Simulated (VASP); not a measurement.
Set up this calculation in VASP 6.6.1, as the native input.

* Task: relaxation of the atoms
* Functional: PBE
* Dispersion: dDsC
* Potentials or basis: VASP PAW PBE potentials, release 64 (Hg, P)
* Cutoff: 520 eV
* k mesh: 7 × 7 × 1
* Occupations: gaussian, width 0.05 eV
* Spin: no spin polarisation
* Dipole correction: yes
* Atoms held fixed (from 0): [0]
* Further INCAR settings: ALGO = Normal; EDIFF = 1e-06; IBRION = 2; EDIFFG = -0.01; NSW = 40

The structure of HgP lies in POSCAR:

```
HgP
1.0
    3.6740100000      0.0000000000      0.0000000000
    0.0000000000      3.6740100000      0.0000000000
    0.0000000000      0.0000000000     23.8000000000
Hg P
1 1
Selective dynamics
Direct
    0.0000000000      0.0000000000      0.2941200000  F F F
    0.5000000000      0.5000000000      0.2941200000  T T T
```

The cell was built by a generator and needn't be a form met in nature.

The input as run:

INCAR

```
SYSTEM = HgP
ALGO = Normal
DIPOL = 0.5 0.5 0.294
EDIFF = 1E-6
EDIFFG = -0.01
ENCUT = 520
GGA = PE
IBRION = 2
IDIPOL = 3
ISIF = 2
ISMEAR = 0
IVDW = 4
LASPH = .TRUE.
LCHARG = .FALSE.
LDIPOL = .TRUE.
LREAL = .FALSE.
LWAVE = .FALSE.
NELM = 60
NSW = 40
PREC = Accurate
SIGMA = 0.05
```

KPOINTS

```
k-points
0
G
  7 7 1
  0 0 0
```

Potentials or basis: VASP PAW PBE potentials, release 64 (Hg, P).

Command:

```bash
$ cat potpaw_PBE.64/Hg/POTCAR potpaw_PBE.64/P/POTCAR > POTCAR
$ mpirun -np 1 vasp_std > vasp.out
```

Results of the run:

```
Band gap on the k mesh     : none (metal or under the smearing width)
Hirshfeld charges          : Hg +0.25; P -0.25 e
Dispersion energy per atom : -0.136 eV
```

Caveat: the relaxation stopped at its first step, so nothing moved.

It took 76 s on 1 thread of Intel(R) Xeon(R) Platinum 8559C (Emerald Rapids), with other jobs on the host, peak memory 0.35 GiB.
